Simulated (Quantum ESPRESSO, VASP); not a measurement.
# Stiffness of cubic Cu

The cell as given, ahead of any relaxation:

Symmetry: Fm-3m, No. 225, cubic system. The conventional cell has a = 3.620 Å, b = 3.620 Å, c = 3.620 Å, α = 90.00°, β = 90.00°, γ = 90.00°. Cu (site symmetry m-3m) is surrounded by 12 Cu at 2.56 Å.

Constants in GPa on the cubic axes, for the cell relaxed at the run's level, where symmetry holds the atoms; no spin polarisation, no spin-orbit coupling. Meshes are those of the run's cell of 1 atom. Occupations: methfessel-paxton 0.15 eV (run 1); methfessel-paxton 0.15 eV (run 2); methfessel-paxton 0.15 eV (run 3). Space group Fm-3m.

```csv
run,level,program and potentials,k mesh,cell,C11,C12,C44
1,LDA,"VASP, LDA PAW files Cu, 600 eV",20 × 20 × 20,"relaxed, 10.94 Å³ an atom",231.5,160.6,103.4
2,PBE,"VASP, PBE PAW files Cu, 600 eV",20 × 20 × 20,"relaxed, 12.01 Å³ an atom",175.6,118.0,80.7
3,PBEsol,"VASP, PBE PAW files Cu, 600 eV (made for PBE)",20 × 20 × 20,"relaxed, 11.36 Å³ an atom",208.5,142.1,96.7
```

For a metal even such meshes can leave the constants, above all C11 - C12, uncertain by ten GPa.

For run 3, work out the bulk, shear and Young's moduli of a random polycrystal, Poisson's ratio and the anisotropy, and test the cell's stability.

From the values as printed: B = (C11 + 2 C12)/3 = 164.2 GPa. Voigt: G_V = (C11 - C12 + 3 C44)/5 = 71.3; Reuss: G_R = 5 C44 (C11 - C12)/[4 C44 + 3 (C11 - C12)] = 54.8; Hill's mean, from the unrounded bounds, G = 63.0 GPa. Young's modulus E = 9BG/(3B + G) = 167.6 GPa, Poisson's ratio ν = (3B - 2G)/[2(3B + G)] = 0.330. Zener's ratio 2 C44/(C11 - C12) = 2.91, so the crystal is stiffest along ⟨111⟩ and softest along ⟨100⟩. C11 > |C12|, C11 + 2 C12 > 0 and C44 > 0 hold, so the cell is stable against small uniform strains, which says nothing of soft phonons. B/G = 2.61 lies over Pugh's 1.75, a rough sign of ductile behaviour. An equation of state at this level (Quantum ESPRESSO, GBRV 1.5 PBEsol; mesh 20 × 20 × 20) gives B0 = 167.4 GPa at its minimum of 11.36 Å³ an atom, against 11.36 here. Over the runs shown B spans 137.2 to 184.2 GPa and C44 80.7 to 103.4.
